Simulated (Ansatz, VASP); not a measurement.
**Cross-check of Si50SO89 (amorphous SiO1.8) between VASP and Ansatz**

Aim: how closely do two programs agree when they are given the same cell, functional and k mesh? The structure shown is the start of the Ansatz relaxation below; VASP solves that cell, so the two are compared at the walk's first step.

Program: Ansatz 0.2.0. Level of theory: plane waves, with VASP 6.6.1 beside it; single point at PBE. Results are calculated unless marked as measured.

**1. The structure**

The cell holds 140 atoms: 50 Si, 89 O and 1 S. Cell: a = 13.095 Å, b = 13.095 Å, c = 13.095 Å, α = 90.0°, β = 90.0°, γ = 90.0°. It derives from Si5O9 (amorphous SiO1.8). As first built, before any earlier steps moved the atoms (in the runner's words): 140 atoms (50 Si, 90 O) placed at random at 2.1 g/cm^3, melted at 5000 K for 10 ps at fixed volume with the Tersoff Si-O potential (Munetoh et al., Comput. Mater. Sci. 39, 334 (2007)). Quenched from 3800 K to 300 K at 100 K/ps and fixed volume, annealed at 2000 K for 20 ps, held 5 ps. Nearest the centre at fractional (0.712, 0.237, 0.136): S140 at 0.00 Å, Si12 at 1.59 Å, Si49 at 1.72 Å, O126 at 2.45 Å, O70 at 2.46 Å, O128 at 2.46 Å, O82 at 2.62 Å, O120 at 2.68 Å.

**2. Ansatz: relaxation, PBE**

Ansatz runs on its default PAW (the set named soft_2) files.

The two programs are compared at the cell with which this relaxation starts, whose forces are those of its first step.

File input.yaml:

```yaml
crystal:
  lattice:
    - [13.0955, 0.0, 0.0]
    - [0.0, 13.0955, 0.0]
    - [0.0, 0.0, 13.0955]
  atoms:
    - { symbol: Si, position: [0.00042, 0.79021, 0.73899] }
    - { symbol: Si, position: [0.14616, 0.90965, 0.8933] }
[... 7 atom lines left out ...]
    - { symbol: Si, position: [0.85702, 0.46491, 0.28228] }
    - { symbol: Si, position: [0.46646, 0.40617, 0.1484] }
    - { symbol: Si, position: [0.60097, 0.19681, 0.16595] }
[... 1 atom line left out ...]
    - { symbol: Si, position: [0.5579, 0.9826, 0.0512] }
[... 5 atom lines left out ...]
    - { symbol: Si, position: [0.96654, 0.56236, 0.09253] }
[... 1 atom line left out ...]
    - { symbol: Si, position: [0.56344, 0.22779, 0.51502] }
    - { symbol: Si, position: [0.75372, 0.85183, 0.13181] }
[... 3 atom lines left out ...]
    - { symbol: Si, position: [0.01438, 0.45438, 0.92654] }
    - { symbol: Si, position: [0.52617, 0.57963, 0.30779] }
    - { symbol: Si, position: [0.81676, 0.16909, 0.47915] }
[... 1 atom line left out ...]
    - { symbol: Si, position: [0.06133, 0.23705, 0.21994] }
[... 1 atom line left out ...]
    - { symbol: Si, position: [0.98115, 0.23909, 0.01908] }
[... 6 atom lines left out ...]
    - { symbol: Si, position: [0.59367, 0.09466, 0.31242] }
[... 4 atom lines left out ...]
    - { symbol: Si, position: [0.81728, 0.031, 0.26391] }
[... 2 atom lines left out ...]
    - { symbol: Si, position: [0.95274, 0.04419, 0.87812] }
    - { symbol: Si, position: [0.83084, 0.2653, 0.18469] }
[... 1 atom line left out ...]
    - { symbol: O, position: [0.88177, 0.95363, 0.92549] }
    - { symbol: O, position: [0.08272, 0.15519, 0.31729] }
[... 5 atom lines left out ...]
    - { symbol: O, position: [0.48996, 0.31381, 0.46189] }
[... 2 atom lines left out ...]
    - { symbol: O, position: [0.03854, 0.33585, 0.95942] }
    - { symbol: O, position: [0.95678, 0.29597, 0.24434] }
    - { symbol: O, position: [0.82351, 0.94764, 0.17165] }
    - { symbol: O, position: [0.43681, 0.94491, 0.05249] }
    - { symbol: O, position: [0.46123, 0.42962, 0.02591] }
[... 4 atom lines left out ...]
    - { symbol: O, position: [0.8452, 0.14577, 0.23162] }
[... 3 atom lines left out ...]
    - { symbol: O, position: [0.35288, 0.39067, 0.19808] }
    - { symbol: O, position: [0.94838, 0.1493, 0.94236] }
[... 2 atom lines left out ...]
    - { symbol: O, position: [0.63626, 0.89972, 0.11162] }
[... 2 atom lines left out ...]
    - { symbol: O, position: [0.05449, 0.18512, 0.10622] }
    - { symbol: O, position: [0.52364, 0.29777, 0.16489] }
    - { symbol: O, position: [0.59008, 0.14523, 0.42804] }
[... 3 atom lines left out ...]
    - { symbol: O, position: [0.69953, 0.02354, 0.31141] }
[... 1 atom line left out ...]
    - { symbol: O, position: [0.90426, 0.5952, 0.53261] }
[... 17 atom lines left out ...]
    - { symbol: O, position: [0.28221, 0.79448, 0.42548] }
    - { symbol: O, position: [0.48636, 0.02695, 0.29717] }
    - { symbol: O, position: [0.94539, 0.49656, 0.1971] }
[... 3 atom lines left out ...]
    - { symbol: O, position: [0.04811, 0.9055, 0.68094] }
[... 4 atom lines left out ...]
    - { symbol: O, position: [0.22283, 0.6097, 0.38355] }
[... 1 atom line left out ...]
    - { symbol: O, position: [0.20043, 0.93591, 0.54659] }
[... 5 atom lines left out ...]
    - { symbol: O, position: [0.198, 0.50852, 0.71705] }
[... 1 atom line left out ...]
    - { symbol: O, position: [0.1195, 0.52052, 0.90837] }
[... 4 atom lines left out ...]
    - { symbol: O, position: [0.39722, 0.85304, 0.252] }
[... 3 atom lines left out ...]
    - { symbol: O, position: [0.82254, 0.13968, 0.60135] }
[... 1 atom line left out ...]
    - { symbol: O, position: [0.08731, 0.68865, 0.73897] }
    - { symbol: O, position: [0.59218, 0.97174, 0.93185] }
kpoints:
  mp_grid: { grid: [1, 1, 1] }
hamiltonian:
  xc: pbe
scf:
  occupations: { method: gaussian, width: 0.025 }
output:
  forces: true
  eigenvalues: true
relax:
  f_tol: 0.05
  max_steps: 90
```

Command:

```bash
> ansatz run input.yaml --threads 8 --pin off --max-ram 15872MiB --backend cpu --events-out ev --progress --plain --runs-dir out
```

Numbers of over 12 decimals in the logs are rounded to 6 here.

The log of the run:

```text
Engine: ansatz 0.2.0, aarch64-unknown-linux-gnu
Pseudopotentials: kind: paw
Pseudopotential: Si, paw, valence charge 4, recommended cutoff 420 eV (normal), Si.paw.azcp
Pseudopotential: O, paw, valence charge 6, recommended cutoff 420 eV (normal), O.paw.azcp
Pseudopotential: S, paw, valence charge 6, recommended cutoff 420 eV (normal), S.paw.azcp
Functional definition: PBE
  parameter kappa = 0.804
  parameter beta = 0.066725
  exchange = pbe_x(kappa = kappa, mu = beta*pi^2/3)
  correlation = pbe_c(beta = beta)
Crystal: 140 atoms, lattice volume = 2245.775 Å³
Basis set: ecut = 420 eV, 43819 PW (Γ), exchange–correlation on 180×180×180 points (8 copies of the dense FFT grid, shifted against one another)
Bands: 510, of which v1, the nominal top of the filled ones, is band 370 counted from 1 (369 counted from 0)
Symmetry: 1 space group operations
Space group: P1 (ITA 1), of the structure as read, at distance tolerance 1.3e-4 Å
k-points: 1
Non-local potential: Si, projectors of the file, l = 0: 2, l = 1: 2, l = 2: 2
Non-local potential: O, projectors of the file, l = 0: 2, l = 1: 2, l = 2: 1
Non-local potential: S, projectors of the file, l = 0: 2, l = 1: 2, l = 2: 2
PAW form: soft (Blöchl's): semilocal exchange-correlation on the pseudo side does not see the compensation charge
PAW one-centre angular grid: Si, 110 points (default); XC on 64 Gauss nodes
PAW one-centre angular grid: O, 110 points (default); XC on 64 Gauss nodes
PAW one-centre angular grid: S, 110 points (default); XC on 64 Gauss nodes
Initial density: superposition of atomic densities (neutral atoms: chi_scale 0, normalization atom), corrected by the library's trained network
Initial wavefunctions: pseudopotential atomic-orbital guess
Functional: x = pbe(κ = 0.804, μ = 0.219515), c = pbe(β = 0.066725)
SCF iter   1: F=—  HF=-83299.563560 eV  |F-HF|=—  |Δ(HF+E_count)|=         —  Δρ=7.26e-3  dr2=5.39e0  ethr=1.77e-3  ⟨swp⟩=6.0  Hψ=2441  notcnv=0  defer=77
preconditioner: auto → Resta (q_TF=auto, 2.267 Å⁻¹)  ε∞=3.0  [insulator: Δε(μ)=0.708 eV  Ē_g=15.198 eV  σ=0.025 eV  W_gap=1.00  n_scr=460 (ndim 8)  ℏωp=21.3 eV  f_vac=0.244  D(μ)=0.00/eV (n_scr^D=0)  ε∞_Penn≈3.0]
SCF iter   2: F=—  HF=-83300.588925 eV  |F-HF|=—  |Δ(HF+E_count)|=    1.03e0  Δρ=1.29e-2  dr2=1.54e1  ethr=7.29e-4  ⟨swp⟩=3.0  Hψ=610  notcnv=0  defer=134  recentre
SCF iter   3: F=—  HF=-83298.967409 eV  |F-HF|=—  |Δ(HF+E_count)|=    1.62e0  Δρ=5.55e-3  dr2=3.59e0  ethr=7.29e-4  ⟨swp⟩=2.0  Hψ=997  notcnv=0  defer=122
SCF iter   4: F=—  HF=-83299.264312 eV  |F-HF|=—  |Δ(HF+E_count)|=   2.97e-1  Δρ=1.04e-2  dr2=1.08e1  ethr=4.85e-4  ⟨swp⟩=2.0  Hψ=378  notcnv=0  defer=132  recentre
SCF iter   5: F=—  HF=-83298.782392 eV  |F-HF|=—  |Δ(HF+E_count)|=   4.82e-1  Δρ=4.69e-3  dr2=2.52e0  ethr=4.85e-4  ⟨swp⟩=2.0  Hψ=595  notcnv=0  defer=132
SCF iter   6: F=—  HF=-83298.745321 eV  |F-HF|=—  |Δ(HF+E_count)|=   3.71e-2  Δρ=3.28e-3  dr2=1.17e0  ethr=3.41e-4  ⟨swp⟩=1.0  Hψ=378  notcnv=0  defer=132
SCF iter   7: F=—  HF=-83298.848727 eV  |F-HF|=—  |Δ(HF+E_count)|=   1.03e-1  Δρ=8.83e-3  dr2=8.54e0  ethr=1.58e-4  ⟨swp⟩=1.0  Hψ=587  notcnv=0  defer=132  recentre
SCF iter   8: F=—  HF=-83298.735381 eV  |F-HF|=—  |Δ(HF+E_count)|=   1.13e-1  Δρ=8.61e-4  dr2=8.14e-2  ethr=1.58e-4  ⟨swp⟩=1.0  Hψ=378  notcnv=0  defer=132
SCF iter   9: F=—  HF=-83298.734929 eV  |F-HF|=—  |Δ(HF+E_count)|=   4.52e-4  Δρ=6.36e-5  dr2=1.80e-4  ethr=1.10e-5  ⟨swp⟩=1.0  Hψ=378  notcnv=0  defer=132
SCF iter  10: F=—  HF=-83298.736142 eV  |F-HF|=—  |Δ(HF+E_count)|=   1.21e-3  Δρ=1.48e-3  dr2=2.40e-1  ethr=2.44e-8  ⟨swp⟩=2.0  Hψ=818  notcnv=0  defer=132
SCF iter  11: F=—  HF=-83298.735701 eV  |F-HF|=—  |Δ(HF+E_count)|=   4.41e-4  Δρ=1.09e-3  dr2=1.32e-1  ethr=2.44e-8  ⟨swp⟩=2.0  Hψ=646  notcnv=0  defer=132
SCF iter  12: F=—  HF=-83298.735127 eV  |F-HF|=—  |Δ(HF+E_count)|=   5.74e-4  Δρ=5.69e-4  dr2=3.56e-2  ethr=2.44e-8  ⟨swp⟩=2.0  Hψ=570  notcnv=0  defer=132
SCF iter  13: F=—  HF=-83298.734931 eV  |F-HF|=—  |Δ(HF+E_count)|=   1.96e-4  Δρ=2.55e-5  dr2=7.22e-5  ethr=2.44e-8  ⟨swp⟩=2.0  Hψ=381  notcnv=0  defer=132
SCF iter  14: F=—  HF=-83298.734932 eV  |F-HF|=—  |Δ(HF+E_count)|=   9.61e-7  Δρ=5.14e-5  dr2=2.93e-4  ethr=8.45e-9  ⟨swp⟩=16.0  Hψ=2516  notcnv=0  recentre
SCF iter  15: F=-83298.734931 eV  HF=-83298.734931 eV  |F-HF|=6.37e-8  |Δ(HF+E_count)|=   1.56e-6  Δρ=1.50e-6  dr2=1.04e-7  ethr=8.45e-9  ⟨swp⟩=1.0  Hψ=892  notcnv=0
SCF 1 converged in 15 iterations: F = -83298.734931 eV  dr2 = 1.04e-7
  greatest PAW one-centre occupation: 0.926 electrons in one spin orbital (limit 2), on the S atom at site 87 (counted from 0), in its partial waves of l = 0
relax step   1: F+E_penalty+E_count = -83298.73493059 eV  Δ(F+E_penalty+E_count) = +0.000e0 eV  max|allowed force component| = 2.287e1 eV/Å  Δτ_max = 0.0000 Å  (15 SCF iters, dr2 threshold 6.25e-5 eV, accepted)
Initial density: handed on by an earlier stage of this run
[...]
- { symbol: Si, position: [0.921546, 0.726510, 0.501879] }
    - { symbol: Si, position: [0.838231, 0.173816, 0.721089] }
    - { symbol: Si, position: [0.314110, -0.00125639, 0.045244] }
    - { symbol: Si, position: [0.236095, 0.406912, 0.241552] }
    - { symbol: Si, position: [0.106429, 0.989935, 0.612080] }
    - { symbol: Si, position: [0.681052, 0.327246, 0.693739] }
    - { symbol: Si, position: [0.594155, 0.096117, 0.309943] }
    - { symbol: Si, position: [0.409980, 0.667679, 0.636946] }
    - { symbol: Si, position: [0.252069, 0.396779, 0.686658] }
    - { symbol: Si, position: [0.543076, 0.877328, 0.650831] }
    - { symbol: Si, position: [0.942906, 0.485930, 0.505494] }
    - { symbol: Si, position: [0.816399, 0.033137, 0.261913] }
    - { symbol: Si, position: [0.321944, 0.678533, 0.415957] }
    - { symbol: Si, position: [0.829721, 0.842821, 0.907221] }
    - { symbol: Si, position: [0.953770, 0.044613, 0.880783] }
    - { symbol: Si, position: [0.847491, 0.269007, 0.182767] }
    - { symbol: Si, position: [0.899604, 0.390698, 0.720773] }
    - { symbol: O, position: [0.883352, 0.954247, 0.929150] }
    - { symbol: O, position: [0.090814, 0.152277, 0.319269] }
    - { symbol: O, position: [0.657020, 0.292091, 0.573161] }
    - { symbol: O, position: [0.381276, 0.750293, 0.902714] }
    - { symbol: O, position: [0.248793, 0.403089, 0.560460] }
    - { symbol: O, position: [0.235357, 0.401325, 0.366852] }
    - { symbol: O, position: [0.509346, 0.162333, 0.604417] }
    - { symbol: O, position: [0.490015, 0.316145, 0.463247] }
    - { symbol: O, position: [0.410746, 0.662200, 0.311860] }
    - { symbol: O, position: [0.295053, 0.689815, 0.709323] }
    - { symbol: O, position: [0.054548, 0.332442, 0.952513] }
    - { symbol: O, position: [0.965343, 0.288722, 0.248401] }
    - { symbol: O, position: [0.819955, 0.949479, 0.169795] }
    - { symbol: O, position: [0.428769, 0.930883, 0.048097] }
    - { symbol: O, position: [0.462945, 0.428880, 0.028044] }
    - { symbol: O, position: [0.133173, 0.098341, 0.663050] }
    - { symbol: O, position: [0.212556, 0.924837, 1.001805] }
    - { symbol: O, position: [0.112023, 0.907537, 0.365329] }
    - { symbol: O, position: [0.307812, 0.015702, 0.174998] }
    - { symbol: O, position: [0.838739, 0.149120, 0.227608] }
    - { symbol: O, position: [0.466234, 0.772523, 0.620793] }
    - { symbol: O, position: [0.713452, 0.837283, 0.861743] }
    - { symbol: O, position: [0.805588, 0.804097, 0.028715] }
    - { symbol: O, position: [0.351575, 0.404174, 0.200531] }
[...]
- { symbol: S, position: [0.711056, 0.241124, 0.072195] }
[...]
- { symbol: O, position: [0.398301, 0.852145, 0.253229] }
    - { symbol: O, position: [0.521413, 0.511586, 0.205033] }
    - { symbol: O, position: [0.940719, 0.752290, 0.626824] }
    - { symbol: O, position: [0.532276, 0.854418, 0.778369] }
    - { symbol: O, position: [0.826996, 0.138189, 0.602443] }
    - { symbol: O, position: [0.935482, 0.209847, 0.457208] }
    - { symbol: O, position: [0.085500, 0.688500, 0.738900] }
    - { symbol: O, position: [0.586193, 0.972534, 0.934236] }
```

Reading the cycles: dr2 is the Hartree energy of the density residual (eV), the measure of convergence; HF is the Harris–Foulkes estimate of the energy, which meets the free energy F at convergence.

**3. VASP: single point, PBE, start cell**

The same cell, functional, mesh and smearing now go to VASP, with its own data sets.

Lines of VASP's logs that name or quote its potential files are left out, and so is its time.

File INCAR:

```
SYSTEM = Si50SO89
PREC = Accurate
ENCUT = 520
EDIFF = 1E-06
NELM = 120
ISMEAR = 0
SIGMA = 0.025
LREAL = Auto
ALGO = Normal
GGA = PE
NBANDS = 468
LORBIT = 11
LWAVE = .FALSE.
LCHARG = .FALSE.
ISIF = 2
LASPH = .TRUE.
GGA_COMPAT = .FALSE.
```

File POSCAR:

```
Si50SO89
1.0
   13.0955000000      0.0000000000      0.0000000000
    0.0000000000     13.0955000000      0.0000000000
    0.0000000000      0.0000000000     13.0955000000
Si O S
50 89 1
Direct
    0.0004199916      0.7902103776      0.7389866748
    0.1461570769      0.9096483525      0.8932992249
[... 7 atom lines left out ...]
    0.8570195869      0.4649077928      0.2822801726
    0.4664579436      0.4061700584      0.1484021229
    0.6009697988      0.1968080638      0.1659501355
[... 1 atom line left out ...]
    0.5579015692      0.9825970753      0.0512007942
[... 5 atom lines left out ...]
    0.9665381238      0.5623611164      0.0925279676
[... 1 atom line left out ...]
    0.5634378222      0.2277881715      0.5150166088
    0.7537169257      0.8518269635      0.1318086366
[... 3 atom lines left out ...]
    0.0143789851      0.4543774579      0.9265396510
    0.5261731129      0.5796265893      0.3077927532
    0.8167614830      0.1690886182      0.4791493261
[... 1 atom line left out ...]
    0.0613264098      0.2370508953      0.2199381467
[... 1 atom line left out ...]
    0.9811461953      0.2390897637      0.0190828911
[... 6 atom lines left out ...]
    0.5936695812      0.0946584705      0.3124202970
[... 4 atom lines left out ...]
    0.8172807453      0.0310030163      0.2639074491
[... 2 atom lines left out ...]
    0.9527394907      0.0441907525      0.8781184376
    0.8308426559      0.2652972395      0.1846893971
[... 1 atom line left out ...]
    0.8817685464      0.9536329273      0.9254934901
    0.0827230728      0.1551907144      0.3172921996
[... 5 atom lines left out ...]
    0.4899622008      0.3138100874      0.4618914894
[... 2 atom lines left out ...]
    0.0385399565      0.3358481921      0.9594211752
    0.9567790462      0.2959718987      0.2443434768
    0.8235118934      0.9476385018      0.1716467489
    0.4368065366      0.9449123745      0.0524913138
    0.4612271391      0.4296208621      0.0259096636
[... 4 atom lines left out ...]
    0.8451987324      0.1457676301      0.2316215494
[... 3 atom lines left out ...]
    0.3528769425      0.3906685503      0.1980833111
    0.9483792142      0.1493031958      0.9423618800
[... 2 atom lines left out ...]
    0.6362567294      0.8997212783      0.1116184949
[... 2 atom lines left out ...]
    0.0544920011      0.1851170249      0.1062196938
    0.5236378909      0.2977664083      0.1648887022
    0.5900805620      0.1452330953      0.4280401665
[... 3 atom lines left out ...]
    0.6995303730      0.0235424382      0.3114123172
[... 1 atom line left out ...]
    0.7894314841      0.5695009736      0.2885724104
[... 17 atom lines left out ...]
    0.4863579092      0.0269481883      0.2971707839
    0.9453934558      0.4965598870      0.1970982399
    0.7231033561      0.2238326143      0.7525562216
[... 3 atom lines left out ...]
    0.9133824596      0.9990912909      0.3415295330
[... 4 atom lines left out ...]
    0.8995303730      0.4390515826      0.3993203772
[... 1 atom line left out ...]
    0.5660417701      0.1022794090      0.0868389905
[... 5 atom lines left out ...]
    0.8788973311      0.2874880684      0.0685120843
[... 1 atom line left out ...]
    0.7860410065      0.3706616777      0.2454583636
[... 4 atom lines left out ...]
    0.5168492994      0.5114504983      0.2036806537
[... 3 atom lines left out ...]
    0.9354511092      0.2119964873      0.4608911458
[... 1 atom line left out ...]
    0.5921805200      0.9717383834      0.9318468176
    0.7117864915      0.2370967126      0.1360620060
```

File KPOINTS:

```
Automatic mesh
0
Gamma
1 1 1
0 0 0
```

PAW data sets: Si, O and S (PBE family, release 64).

Command:

```bash
> export OMP_NUM_THREADS=4
> mpirun -np 1 vasp_gam
```

The log of the run:

```text
[banner, memory and clock lines left out]
running    1 mpi-ranks, on    1 nodes
[...]
Offloading initialized ...    1 GPUs detected
[...]
LDA part: xc-table for (Slater+PW92), standard interpolation
 POSCAR, INCAR and KPOINTS ok, starting setup
[...]
entering main loop
       N       E                     dE             d eps       ncg     rms          rms(c)
DAV:   1     0.669556361593E+04    0.66956E+04   -0.42357E+05   976   0.151E+03
DAV:   2    -0.521616998582E+03   -0.72172E+04   -0.69752E+04  1156   0.363E+02
DAV:   3    -0.117312838014E+04   -0.65151E+03   -0.64658E+03  1104   0.116E+02
DAV:   4    -0.118838805879E+04   -0.15260E+02   -0.15180E+02  1104   0.190E+01
[...]
DAV:  31    -0.104288265954E+04    0.23867E-05   -0.14542E-04   664   0.368E-03    0.329E-02
DAV:  32    -0.104288265766E+04    0.18822E-05   -0.55424E-05   632   0.179E-03    0.160E-02
DAV:  33    -0.104288265752E+04    0.13545E-06   -0.34040E-07   592   0.638E-04
   1 F= -.10428827E+04 E0= -.10428769E+04  d E =-.115933E-01
```

From OUTCAR (step 3):

```text
  FREE ENERGIE OF THE ION-ELECTRON SYSTEM (eV)
  ---------------------------------------------------
  free  energy   TOTEN  =     -1042.8826575241 eV

  energy  without entropy=    -1042.8710642624  energy(sigma->0) =    -1042.87686089

[... 1 further part left out ...]
```

The gap is under twice the smearing width, so the edge states are partly filled and the run can't tell a small gap from a semimetal.

**4. Differences**

Known differences besides the potentials themselves: the cutoff is 420 eV in Ansatz and 520 eV in VASP (PREC = Accurate, projectors in real space). Total energies have different zeros and are not compared.

Forces on 7 of the 140 atoms, those with the largest forces and the largest differences (eV/Å; atoms numbered as in POSCAR):

```csv
atom,"Ansatz x, y, z","VASP x, y, z"
Si12,"-22.871, -8.490, 6.613","-22.490, -8.348, 6.539"
Si49,"14.454, 3.313, 6.391","14.147, 3.244, 6.298"
O70,"0.842, -0.568, 0.459","0.846, -0.537, 0.451"
O82,"-1.013, 0.495, 0.122","-1.003, 0.483, 0.126"
O120,"-0.566, -0.662, -0.293","-0.572, -0.670, -0.289"
O128,"0.363, 0.747, 0.512","0.342, 0.719, 0.508"
S140,"8.165, 5.044, -13.746","8.052, 4.972, -13.547"
```

The forces differ by 37 meV/Å r.m.s., which is 2.2 % of the r.m.s. force of 1.653 eV/Å (both taken over all components).

**5. What came out**

```json
{
  "r.m.s. force difference (single point, PBE, start cell)": "2.2 % of the r.m.s. force"
}
```

The r.m.s. force difference is 2.2 % of the r.m.s. force (single point, PBE, start cell), within the 3 % picked in this series as the mark of a large difference. 1 further run of this series is not shown here. How closely two codes agree says nothing of how well the functional describes the real material.

[Lines on the potential files, build, host, timing and source positions are cut from VASP's logs without a mark.]

[Logs are printed without paths, hosts, clocks, repeated set-up lines and the standing remarks that a program may print on its own settings, such as how far it seeks lower states.]

[Hosts, paths, dates, database ids (printed as entryN), source tags and the programs' standing remarks are cut or masked in the printed files.]
